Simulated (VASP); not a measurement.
Output of a VASP run:

OSZICAR:
```
       N       E                     dE             d eps       ncg     rms          rms(c)
DAV:   1     0.111634059300E+04    0.11163E+04   -0.32805E+04  3200   0.191E+03
DAV:   2     0.939875537373E+02   -0.10224E+04   -0.10079E+04  3376   0.703E+02
DAV:   3    -0.796427902751E+02   -0.17363E+03   -0.16870E+03  5456   0.264E+02
DAV:   4    -0.965597593771E+02   -0.16917E+02   -0.16379E+02  5488   0.784E+01
DAV:   5    -0.979263551124E+02   -0.13666E+01   -0.13405E+01  5904   0.210E+01    0.305E+01
DAV:   6    -0.832876349034E+02    0.14639E+02   -0.10059E+02  4760   0.570E+01    0.144E+01
DAV:   7    -0.830816844970E+02    0.20595E+00   -0.89508E+00  5544   0.185E+01    0.748E+00
DAV:   8    -0.830345361460E+02    0.47148E-01   -0.94935E-01  5096   0.579E+00    0.230E+00
DAV:   9    -0.830215088296E+02    0.13027E-01   -0.20611E-01  5600   0.281E+00    0.875E-01
DAV:  10    -0.830188649233E+02    0.26439E-02   -0.26581E-02  5112   0.116E+00    0.479E-01
DAV:  11    -0.830186108166E+02    0.25411E-03   -0.10437E-02  5232   0.712E-01    0.993E-02
DAV:  12    -0.830186617470E+02   -0.50930E-04   -0.76861E-04  5392   0.231E-01    0.430E-02
DAV:  13    -0.830186547228E+02    0.70242E-05   -0.13425E-04  5328   0.815E-02    0.159E-02
DAV:  14    -0.830186536984E+02    0.10244E-05   -0.27684E-05  5424   0.407E-02    0.113E-02
DAV:  15    -0.830186525362E+02    0.11622E-05   -0.76052E-06  3856   0.194E-02    0.424E-03
DAV:  16    -0.830186528505E+02   -0.31424E-06   -0.93431E-07  2568   0.100E-02
   1 F= -.83018653E+02 E0= -.83018307E+02  d E =-.830187E+02
       N       E                     dE             d eps       ncg     rms          rms(c)
DAV:   1    -0.831070138665E+02   -0.88361E-01   -0.49415E+00  3256   0.200E+01    0.167E+00
DAV:   2    -0.830489079927E+02    0.58106E-01   -0.20326E-01  4864   0.468E+00    0.932E-01
DAV:   3    -0.830220125821E+02    0.26895E-01   -0.59599E-02  4568   0.184E+00    0.191E-01
DAV:   4    -0.830215443908E+02    0.46819E-03   -0.49640E-03  4752   0.624E-01    0.104E-01
DAV:   5    -0.830215369975E+02    0.73932E-05   -0.16457E-03  5304   0.209E-01    0.536E-02
DAV:   6    -0.830215000275E+02    0.36970E-04   -0.21234E-04  5064   0.966E-02    0.251E-02
DAV:   7    -0.830215013554E+02   -0.13279E-05   -0.10411E-04  4336   0.498E-02    0.127E-02
DAV:   8    -0.830214989404E+02    0.24150E-05   -0.17389E-05  4000   0.266E-02    0.267E-03
DAV:   9    -0.830214991339E+02   -0.19351E-06   -0.20037E-06  3048   0.127E-02
   2 F= -.83021499E+02 E0= -.83021602E+02  d E =-.284628E-02
       N       E                     dE             d eps       ncg     rms          rms(c)
DAV:   1    -0.830405457346E+02   -0.19047E-01   -0.92029E-01  3264   0.869E+00    0.683E-01
DAV:   2    -0.830314325638E+02    0.91132E-02   -0.38760E-02  4872   0.202E+00    0.407E-01
DAV:   3    -0.830259243582E+02    0.55082E-02   -0.11771E-02  4624   0.857E-01    0.130E-01
DAV:   4    -0.830256205470E+02    0.30381E-03   -0.19642E-03  4672   0.372E-01    0.572E-02
DAV:   5    -0.830255731308E+02    0.47416E-04   -0.30591E-04  5200   0.116E-01    0.256E-02
DAV:   6    -0.830255721491E+02    0.98169E-06   -0.54890E-05  4904   0.465E-02    0.116E-02
DAV:   7    -0.830255707936E+02    0.13554E-05   -0.46862E-06  3600   0.163E-02    0.404E-03
DAV:   8    -0.830255705597E+02    0.23390E-06   -0.14268E-06  2712   0.966E-03
   3 F= -.83025571E+02 E0= -.83025628E+02  d E =-.691771E-02
```

### OUTCAR
```
------------------------ aborting loop because EDIFF is reached ----------------------------------------
  FORCE on cell =-STRESS in cart. coord.  units (eV):
  Direction    XX          YY          ZZ          XY          YZ          ZX
  --------------------------------------------------------------------------------------
  Total       -0.0158204     -0.0158204     -0.0208025      0.0000000      0.0000000      0.0000000
  in kB       -0.2976461     -0.2976461     -0.3913784      0.0000000      0.0000000      0.0000000
  external PRESSURE =      -0.3288902 kB  Pullay stress =       0.0000000 kB
  volume of cell :       85.16
      direct lattice vectors                 reciprocal lattice vectors
     4.408636540  0.000000000  0.000000000     0.226827499  0.000000000  0.000000000
     0.000000000  4.408636540  0.000000000     0.000000000  0.226827499 -0.000000000
     0.000000000  0.000000000  4.381477776     0.000000000 -0.000000000  0.228233498
 POSITION                                       TOTAL-FORCE (eV/Angst)
 -----------------------------------------------------------------------------------
      0.00000      0.00000      0.00000         0.000000      0.000000     -0.000000
      2.20432      2.20432      0.00000        -0.000000     -0.000000      0.000000
      2.20432      2.20432      2.19074         0.000000     -0.000000      0.000000
      0.00000      0.00000      2.19074         0.000000      0.000000     -0.000000
      0.00000      2.20432      0.00000         0.000000      0.000000      0.000000
      2.20432      0.00000      0.00000         0.000000      0.000000     -0.000000
      2.20432      0.00000      2.19074        -0.000000      0.000000     -0.000000
      0.00000      2.20432      2.19074         0.000000      0.000000     -0.000000
 -----------------------------------------------------------------------------------
    total drift:                                0.000000      0.000000      0.000000
  FREE ENERGIE OF THE ION-ELECTRON SYSTEM (eV)
  ---------------------------------------------------
  free  energy   TOTEN  =       -83.0255705597 eV

  energy  without entropy=      -83.0257426210  energy(sigma->0) =      -83.02562791

 reached required accuracy - stopping structural energy minimisation
```
(Selected blocks of OUTCAR.)

**POSCAR**
```
Nb2Sc2N4
1
    4.4217354672     0.0000000000     0.0000000000
   -0.0000000000     4.4217354672     0.0000000000
   -0.0000000000     0.0000000000     4.3577543270
Sc N Nb
2 4 2
Direct
  0.0000000000   1.0000000000   0.0000000000
  0.5000000000   0.5000000000   0.0000000000
  0.5000000000   0.5000000000   0.5000000000
  0.0000000000   0.0000000000   0.5000000000
  0.0000000000   0.5000000000   0.0000000000
  0.5000000000   0.0000000000   0.0000000000
  0.5000000000   0.0000000000   0.5000000000
  0.0000000000   0.5000000000   0.5000000000
```

Q: Reconstruct the remaining input files.

A: Several could match; the one computed here: the input of the run itself, PBEsol GGA, plane waves, VASP's PBE PAW potentials (set 64).

INCAR:
```
SYSTEM = Nb2Sc2N4
PREC = Accurate; ENCUT = 520; LREAL = .FALSE.
LASPH = .TRUE.
EDIFF = 1E-6; NELM = 100; ALGO = Normal
LMAXMIX = 4
ISMEAR = 1; SIGMA = 0.1
GGA = PS
IBRION = 2; NSW = 60; ISIF = 3
EDIFFG = -0.02
LWAVE = .FALSE.; LCHARG = .FALSE.
```

File KPOINTS:
```
K-points
0
G
6 6 7
0 0 0
```

POTCAR, in this order: Sc_sv N Nb_sv (PBE.64 set). Program: vasp_std.

The structure was generated: Nb2Sc2N4 was put into an ordered model structure (P4/mmm), which need not be its known phase. This run relaxes it. Symmetry was kept, so distortions that lower it aren't found. The start is the result of an earlier pass.
